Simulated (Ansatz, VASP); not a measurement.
# Two plane-wave programs on HfBr

```
Hf Br
1.0
     3.45735    0.00000    0.00000
     0.00000    3.45735    0.00000
     0.00000    0.00000    3.45735
Hf Br
1 1
Direct
  0.50000 0.50000 0.50000
  0.00000 0.00000 0.00000
```

Change from the starting cell: species swapped into the CsBr type (Pm-3m, No. 221).

Alike in both runs: functional PBE; k mesh 6 × 6 × 6; occupations gaussian, width 0.1 eV; no spin polarisation.

Ansatz relaxed the structure, and its values are those at the end. VASP's run is a single point on that final structure, the one shown.

```csv
,VASP,Ansatz
version,VASP 6.6.1,Ansatz 0.2.0
potentials or method,"VASP PAW PBE potentials, release 64 (Hf_pv, Br)","scalar-relativistic, plane waves, PAW"
plane-wave cutoff (eV),520,420
valence electrons in the cell,17,33
```

```tsv
	VASP	Ansatz	Ansatz less VASP
gap on the k mesh at the Fermi level (eV)	none	none	-
pressure (GPa)	-0.3	0.2	+0.51
```

A gap of «none» marks a metal or a gap that the smearing closes. With one functional, cell and mesh, what is left measures potentials, basis and numerics. The two sets of potentials don't hold the same shells in valence.

Caveats: an odd number of electrons without spin polarisation forces a metal; a magnetic or distorted state may lie lower. Spin-orbit coupling is left out, which matters for the levels of Hf.
